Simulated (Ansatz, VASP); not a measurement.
# Cross-check of PtSe2 (Sudovikovite) between VASP and Ansatz

Wanted: the spread between two codes on one cell, functional and k mesh. The cell is taken from a series of runs on this material, whose earlier steps may have relaxed, scaled, displaced or heated it; both programs get it as it stands.

Method: plane waves, with VASP 6.6.1 beside it; zone-centre phonons at PBEsol, in Ansatz 0.2.0.

## 1. The structure

It takes space group P-3m1 (No. 164, trigonal). Conventional cell: a = 3.760 Å, b = 3.760 Å, c = 4.863 Å, α = 90.00°, β = 90.00°, γ = 120.00°. Pt has 6 Se at 2.51 Å nearest. Nearest to Se lie 3 Pt at 2.51 Å. Farther neighbours and most contacts between anions are not listed.

Structure file:

```xyz
3
Lattice="3.7601 0.0000 0.0000 -1.8800 3.2563 0.0000 0.0000 0.0000 4.8626" Properties=species:S:1:pos:R:3 pbc="T T T"
Pt    0.0000    0.0000    0.0000
Se    0.0000    2.1709    1.2683
Se    1.8800    1.0854    3.5943
```

## 2. VASP: zone-centre phonons, PBEsol

Second derivatives magnify differences that forces hide, and they need a tight electronic threshold.

Lines of VASP's logs that name or quote its potential files are left out, and so is its time.

Contents of INCAR:

```
SYSTEM = PtSe2
PREC = Accurate
ENCUT = 500
EDIFF = 1E-08
NELM = 120
ISMEAR = 1
SIGMA = 0.2
LREAL = .FALSE.
ALGO = Normal
GGA = PS
NBANDS = 17
LASPH = .TRUE.
LORBIT = 11
LWAVE = .FALSE.
LCHARG = .FALSE.
ISIF = 2
IBRION = 8
GGA_COMPAT = .FALSE.
KPAR = 2
```

Contents of POSCAR:

```
PtSe2
1.0
    3.7600703199      0.0000000000      0.0000000000
   -1.8800351600      3.2563164171      0.0000000000
    0.0000000000      0.0000000000      4.8625932657
Pt Se
1 2
Direct
    0.0000000000      0.0000000000      0.0000000000
    0.3333333333      0.6666666667      0.2608267519
    0.6666666667      0.3333333333      0.7391732481
```

Contents of KPOINTS:

```
Automatic mesh
0
Gamma
15 15 8
0 0 0
```

The projector-augmented-wave data sets are Pt and Se (PBE family, release 64).

Run with:

```bash
mpirun -np 2 vasp_std
```

Numbers of over 12 decimals in the logs are rounded to 6 here.

The program printed:

```text
[banner, memory and clock lines left out]
running    2 mpi-ranks, on    1 nodes
 distrk:  each k-point on    1 cores,    2 groups
 distr:  one band on    1 cores,    1 groups

 POSCAR found type information on POSCAR PtSe
 POSCAR found :  2 types and       3 ions
|                                                                             |
|               ----> ADVICE to this user running VASP <----                  |
|                                                                             |
|     You enforced a specific xc type in the INCAR file but a different       |
|     [... a line on the potential file left out ...]
|     I HOPE YOU KNOW WHAT YOU ARE DOING!                                     |
|                                                                             |

 LDA part: xc-table for (Slater+PW92), standard interpolation
 POSCAR, INCAR and KPOINTS ok, starting setup
 FFT: planning ... GRIDC
 FFT: planning ... GRID_SOFT
 FFT: planning ... GRID
 WAVECAR not read
 entering main loop
       N       E                     dE             d eps       ncg     rms          rms(c)
DAV:   1     0.107122933340E+03    0.10712E+03   -0.99321E+03  6616   0.111E+03
DAV:   2    -0.120816825945E+02   -0.11920E+03   -0.11584E+03  8272   0.216E+02
DAV:   3    -0.167029901178E+02   -0.46213E+01   -0.45815E+01  7851   0.436E+01
DAV:   4    -0.167359306866E+02   -0.32941E-01   -0.32929E-01  8472   0.399E+00
DAV:   5    -0.167362582763E+02   -0.32759E-03   -0.32758E-03  8161   0.376E-01    0.127E+01
DAV:   6    -0.161582579771E+02    0.57800E+00   -0.48421E+00  6654   0.199E+01    0.779E+00
DAV:   7    -0.159319412151E+02    0.22632E+00   -0.90782E-01  6685   0.958E+00    0.382E+00
DAV:   8    -0.159088739143E+02    0.23067E-01   -0.63270E-02  7196   0.171E+00    0.837E-01
DAV:   9    -0.159057173324E+02    0.31566E-02   -0.77452E-03  7498   0.850E-01    0.205E-01
DAV:  10    -0.159057335016E+02   -0.16169E-04   -0.11946E-03  7472   0.217E-01    0.355E-02
DAV:  11    -0.159057323841E+02    0.11175E-05   -0.45756E-05  8592   0.575E-02    0.231E-02
DAV:  12    -0.159057319349E+02    0.44915E-06   -0.35729E-06  7279   0.144E-02    0.372E-03
DAV:  13    -0.159057319709E+02   -0.35913E-07   -0.55691E-07  8730   0.518E-03    0.125E-03
DAV:  14    -0.159057319820E+02   -0.11168E-07   -0.41707E-08  7639   0.159E-03    0.444E-04
DAV:  15    -0.159057319760E+02    0.60372E-08   -0.73209E-09  5066   0.593E-04
   1 F= -.15905732E+02 E0= -.15906086E+02  d E =0.106260E-02
 Linear response reoptimize wavefunctions to high precision
DAV:   1    -0.159057319876E+02   -0.11663E-07   -0.54013E-10  4489   0.161E-04
DAV:   2    -0.159057319876E+02    0.10914E-10   -0.42530E-11  3543   0.454E-05
 Linear response DOF=           4
 Linear response progress:
  Degree of freedom:   1/  4
       N       E                     dE             d eps       ncg     rms          rms(c)
RMM:   1    -0.256605779923E+00   -0.25661E+00   -0.26228E-01 28119   0.329E+00
RMM:   2    -0.248811579369E+00    0.77942E-02   -0.73809E-03 24923   0.514E-01    0.196E-01
RMM:   3    -0.248622736148E+00    0.18884E-03   -0.42381E-04 27141   0.122E-01    0.117E-01
RMM:   4    -0.249074225390E+00   -0.45149E-03   -0.54021E-04 28261   0.124E-01    0.224E-02
RMM:   5    -0.249121463484E+00   -0.47238E-04   -0.37463E-05 27563   0.371E-02    0.956E-03
RMM:   6    -0.249162916950E+00   -0.41453E-04   -0.65125E-07 28829   0.602E-03    0.144E-03
RMM:   7    -0.249144042768E+00    0.18874E-04   -0.20150E-07 29062   0.190E-03    0.920E-04
RMM:   8    -0.249135915368E+00    0.81274E-05   -0.36120E-07 29048   0.836E-04    0.356E-04
RMM:   9    -0.249131347001E+00    0.45684E-05   -0.12411E-07 28478   0.970E-04    0.176E-04
RMM:  10    -0.249132032994E+00   -0.68599E-06   -0.26163E-07 28169   0.421E-04    0.297E-05
RMM:  11    -0.249132303818E+00   -0.27082E-06   -0.22229E-08 29750   0.136E-04    0.195E-05
RMM:  12    -0.249132394369E+00   -0.90551E-07   -0.16657E-08 29638   0.107E-04    0.163E-06
RMM:  13    -0.249132429316E+00   -0.34946E-07   -0.14454E-08 31622   0.842E-05    0.264E-06
RMM:  14    -0.249132397933E+00    0.31383E-07   -0.23084E-08 27629   0.741E-05    0.164E-06
RMM:  15    -0.249132391917E+00    0.60163E-08   -0.20755E-08 29280   0.742E-05    0.141E-07
 first order change of Fermi-energy   0.12273E-03
 force on displaced ion       1 direction 1 : -14.730   0.000   0.000
 Linear response progress:
  Degree of freedom:   2/  4
       N       E                     dE             d eps       ncg     rms          rms(c)
RMM:   1    -0.270866380316E+00   -0.27087E+00   -0.26772E-01 11240   0.331E+00
RMM:   2    -0.262408434712E+00    0.84579E-02   -0.72359E-03  9808   0.539E-01    0.206E-01
RMM:   3    -0.262047524044E+00    0.36091E-03   -0.73912E-04 10645   0.149E-01    0.119E-01
RMM:   4    -0.262299490211E+00   -0.25197E-03   -0.47249E-04 10967   0.113E-01    0.370E-02
RMM:   5    -0.262438684807E+00   -0.13919E-03   -0.10697E-05 11140   0.218E-02    0.151E-02
RMM:   6    -0.262487278551E+00   -0.48594E-04   -0.41802E-06 10343   0.114E-02    0.229E-03
RMM:   7    -0.262462365956E+00    0.24913E-04   -0.18691E-07 11338   0.229E-03    0.695E-04
RMM:   8    -0.262452134677E+00    0.10231E-04   -0.47460E-08 11363   0.621E-04    0.109E-04
RMM:   9    -0.262452130013E+00    0.46637E-08   -0.58278E-08 11551   0.201E-04    0.613E-05
 first order change of Fermi-energy  -0.46536E-03
 force on displaced ion       1 direction 3 :  -0.000   0.000 -15.314
 Linear response progress:
  Degree of freedom:   3/  4
       N       E                     dE             d eps       ncg     rms          rms(c)
RMM:   1    -0.775485757695E-01   -0.77549E-01    0.59872E-02 74008   0.152E+00
RMM:   2    -0.763231925052E-01    0.12254E-02   -0.15637E-03 47844   0.236E-01    0.105E-01
RMM:   3    -0.762092311359E-01    0.11396E-03   -0.45533E-05 52019   0.389E-02    0.599E-02
RMM:   4    -0.761705148008E-01    0.38716E-04   -0.26830E-05 53285   0.316E-02    0.634E-03
RMM:   5    -0.761790959222E-01   -0.85811E-05   -0.46406E-07 53600   0.524E-03    0.132E-03
RMM:   6    -0.761796147368E-01   -0.51881E-06   -0.56195E-08 54149   0.151E-03    0.369E-04
RMM:   7    -0.761783782820E-01    0.12365E-05   -0.83615E-09 54684   0.499E-04    0.785E-05
RMM:   8    -0.761782009814E-01    0.17730E-06    0.43900E-08 55544   0.129E-04    0.388E-05
RMM:   9    -0.761781102577E-01    0.90724E-07   -0.11371E-08 55243   0.781E-05    0.185E-05
RMM:  10    -0.761780520569E-01    0.58201E-07   -0.46500E-08 55382   0.672E-05    0.336E-06
RMM:  11    -0.761780696792E-01   -0.17622E-07   -0.45382E-08 55345   0.546E-05    0.997E-07
RMM:  12    -0.761780715710E-01   -0.18918E-08   -0.18964E-08 43936   0.519E-05    0.454E-07
 first order change of Fermi-energy  -0.39803E-05
 force on displaced ion       2 direction 1 :  -7.582   0.000   0.000
 Linear response progress:
  Degree of freedom:   4/  4
       N       E                     dE             d eps       ncg     rms          rms(c)
RMM:   1    -0.915848380451E-01   -0.91585E-01    0.54435E-02 15173   0.149E+00
RMM:   2    -0.895491291569E-01    0.20357E-02   -0.18201E-03 10280   0.252E-01    0.154E-01
RMM:   3    -0.893333877754E-01    0.21574E-03   -0.16450E-04 11145   0.640E-02    0.101E-01
RMM:   4    -0.892337882984E-01    0.99599E-04   -0.58212E-05 11029   0.457E-02    0.504E-02
RMM:   5    -0.891972165950E-01    0.36572E-04   -0.17788E-05 11135   0.241E-02    0.899E-03
RMM:   6    -0.892085668194E-01   -0.11350E-04    0.10792E-07 11260   0.366E-03    0.316E-03
RMM:   7    -0.892153699894E-01   -0.68032E-05   -0.25682E-07 11177   0.236E-03    0.787E-04
RMM:   8    -0.892135491917E-01    0.18208E-05   -0.85756E-08 11427   0.574E-04    0.163E-04
RMM:   9    -0.892132264051E-01    0.32279E-06   -0.13466E-08 11512   0.146E-04    0.519E-05
RMM:  10    -0.892131829387E-01    0.43466E-07    0.45113E-09 11604   0.999E-05    0.107E-05
RMM:  11    -0.892132039428E-01   -0.21004E-07   -0.18869E-08 11817   0.647E-05    0.331E-06
RMM:  12    -0.892132008614E-01    0.30814E-08   -0.23749E-08 10639   0.582E-05    0.731E-07
 first order change of Fermi-energy  -0.10844E+01
 force on displaced ion       2 direction 3 :  -0.000  -0.000  -9.787
 Linear response finished
```

OUTCAR, selected parts (step 2):

```text
ion  position               nearest neighbor table
   1  0.000  0.000  0.000-   2 2.51   3 2.51   3 2.51   2 2.51   3 2.51   2 2.51
   2  0.333  0.667  0.261-   1 2.51   1 2.51   1 2.51
   3  0.667  0.333  0.739-   1 2.51   1 2.51   1 2.51

  LATTYP: Found a hexagonal cell.
 ALAT       =     3.7600703199
 C/A-ratio  =     1.2932187039

 Subroutine GETGRP returns: Found 12 space group operations
 (whereof 12 operations were pure point group operations)

The static configuration has the point symmetry D_3d.

 Found    192 irreducible k-points:

   k-points           NKPTS =    192   k-points in BZ     NKDIM =    192   number of bands    NBANDS=     17

   dimension x,y,z NGX =    28 NGY =   28 NGZ =   36
   dimension x,y,z NGXF=    56 NGYF=   56 NGZF=   72

   ENCUT  =  500.0 eV  36.75 Ry    6.06 a.u.   6.86  6.86  8.87*2*pi/ulx,y,z

   NELECT =      22.0000    total number of electrons

 k-points in reciprocal lattice and weights: Automatic mesh
   0.00000000  0.00000000  0.00000000       0.001
   0.06666667  0.00000000  0.00000000       0.003
   0.13333333  0.00000000  0.00000000       0.003
   0.20000000 -0.00000000  0.00000000       0.003
   0.26666667  0.00000000  0.00000000       0.003
   0.33333333 -0.00000000  0.00000000       0.003
   0.40000000  0.00000000  0.00000000       0.003
   0.46666667 -0.00000000  0.00000000       0.003
   0.06666667  0.06666667  0.00000000       0.003
[...]
0.33333333  0.26666667  0.50000000       0.007
   0.33333333  0.33333333  0.50000000       0.001

 average (electrostatic) potential at core
       1 -68.2528       2 -52.5150       3 -52.5150

  Total        0.0312074      0.0312074      0.0149698     -0.0000000      0.0000000      0.0000000
  in kB        0.8398032      0.8398032      0.4028432     -0.0000000      0.0000000      0.0000000
  external PRESSURE =       0.6941499 kB  Pullay stress =       0.0000000 kB

  energy-cutoff  :      500.00
  volume of cell :       59.54
      direct lattice vectors                 reciprocal lattice vectors
     3.760070320  0.000000000  0.000000000     0.265952473  0.153547732  0.000000000
    -1.880035160  3.256316417  0.000000000     0.000000000  0.307095464  0.000000000
     0.000000000  0.000000000  4.862593266     0.000000000  0.000000000  0.205651582

 POSITION                                       TOTAL-FORCE (eV/Angst)
 -----------------------------------------------------------------------------------
      0.00000      0.00000      0.00000         0.000000      0.000000     -0.000000
     -0.00000      2.17088      1.26829        -0.000000      0.000000      0.013971
      1.88004      1.08544      3.59430         0.000000      0.000000     -0.013971
 -----------------------------------------------------------------------------------
    total drift:                                0.000000     -0.000000      0.000000

 Eigenvectors and eigenvalues of the dynamical matrix
 ----------------------------------------------------

   1 f  =    6.549371 THz    41.150912 2PiTHz  218.463505 cm-1    27.086010 meV
             X         Y         Z           dx          dy          dz
      0.000000  0.000000  0.000000     0.000000   -0.000000   -0.668790
     -0.000000  2.170878  1.268294     0.000000    0.000000    0.525700
      1.880035  1.085439  3.594299    -0.000000    0.000000    0.525700

   2 f  =    6.424056 THz    40.363537 2PiTHz  214.283457 cm-1    26.567751 meV
             X         Y         Z           dx          dy          dz
      0.000000  0.000000  0.000000    -0.253688    0.618708    0.000000
     -0.000000  2.170878  1.268294     0.199460   -0.486454    0.000000
      1.880035  1.085439  3.594299     0.199460   -0.486454    0.000000

   3 f  =    6.424056 THz    40.363537 2PiTHz  214.283457 cm-1    26.567751 meV
             X         Y         Z           dx          dy          dz
      0.000000  0.000000  0.000000    -0.618708   -0.253688   -0.000000
     -0.000000  2.170878  1.268294     0.486454    0.199460   -0.000000
      1.880035  1.085439  3.594299     0.486454    0.199460   -0.000000

   4 f  =    6.072720 THz    38.156023 2PiTHz  202.564123 cm-1    25.114739 meV
             X         Y         Z           dx          dy          dz
      0.000000  0.000000  0.000000     0.000000   -0.000000    0.000000
     -0.000000  2.170878  1.268294     0.000000    0.000000    0.707107
      1.880035  1.085439  3.594299    -0.000000   -0.000000   -0.707107

   5 f  =    4.911294 THz    30.858572 2PiTHz  163.823144 cm-1    20.311472 meV
             X         Y         Z           dx          dy          dz
      0.000000  0.000000  0.000000     0.000000    0.000000   -0.000000
     -0.000000  2.170878  1.268294     0.268271   -0.654241   -0.000000
      1.880035  1.085439  3.594299    -0.268271    0.654241   -0.000000

   6 f  =    4.911294 THz    30.858572 2PiTHz  163.823144 cm-1    20.311472 meV
             X         Y         Z           dx          dy          dz
      0.000000  0.000000  0.000000    -0.000000   -0.000000   -0.000000
     -0.000000  2.170878  1.268294    -0.654241   -0.268271   -0.000000
      1.880035  1.085439  3.594299     0.654241    0.268271   -0.000000

   7 f/i=    0.000564 THz     0.003545 2PiTHz    0.018822 cm-1     0.002334 meV
             X         Y         Z           dx          dy          dz
      0.000000  0.000000  0.000000     0.000000    0.000000   -0.743452
     -0.000000  2.170878  1.268294     0.000000    0.000000   -0.472906
      1.880035  1.085439  3.594299     0.000000    0.000000   -0.472906

   8 f/i=    0.001348 THz     0.008469 2PiTHz    0.044958 cm-1     0.005574 meV
             X         Y         Z           dx          dy          dz
      0.000000  0.000000  0.000000    -0.735243   -0.110732   -0.000000
     -0.000000  2.170878  1.268294    -0.467568   -0.070419   -0.000000
      1.880035  1.085439  3.594299    -0.467568   -0.070419   -0.000000

   9 f/i=    0.001348 THz     0.008469 2PiTHz    0.044958 cm-1     0.005574 meV
             X         Y         Z           dx          dy          dz
      0.000000  0.000000  0.000000     0.110732   -0.735243   -0.000000
     -0.000000  2.170878  1.268294     0.070419   -0.467568   -0.000000
      1.880035  1.085439  3.594299     0.070419   -0.467568   -0.000000

 ELASTIC MODULI CONTR FROM IONIC RELAXATION (kBar)
 Direction    XX          YY          ZZ          XY          YZ          ZX
 --------------------------------------------------------------------------------
 XX        -593.3636   -360.0372   -573.4149      0.0000    247.8962     -0.0000
 YY        -360.0372   -593.3636   -573.4149      0.0000   -247.8962      0.0000
 ZZ        -573.4149   -573.4149   -689.7510      0.0000     -0.0000      0.0000
 XY           0.0000      0.0000      0.0000   -116.6632      0.0000    228.9116
 YZ         247.8962   -247.8962     -0.0000      0.0000   -526.7517      0.0000
 ZX          -0.0000      0.0000      0.0000    228.9116      0.0000   -449.1607
 --------------------------------------------------------------------------------
```

Energies printed during the response cycles are not total energies of the cell. The PAW data sets were made with PBE, which is usual practice but a small mismatch for other functionals.

[end of part 1 of 2]

[Lines on the potential files, build, host, timing and source positions are cut from VASP's logs without a mark.]

[Logs are printed without paths, hosts, clocks, repeated set-up lines and the standing remarks that a program may print on its own settings, such as how far it seeks lower states.]

[Hosts, paths, dates, database ids (printed as entryN), source tags and the programs' standing remarks are cut or masked in the printed files.]
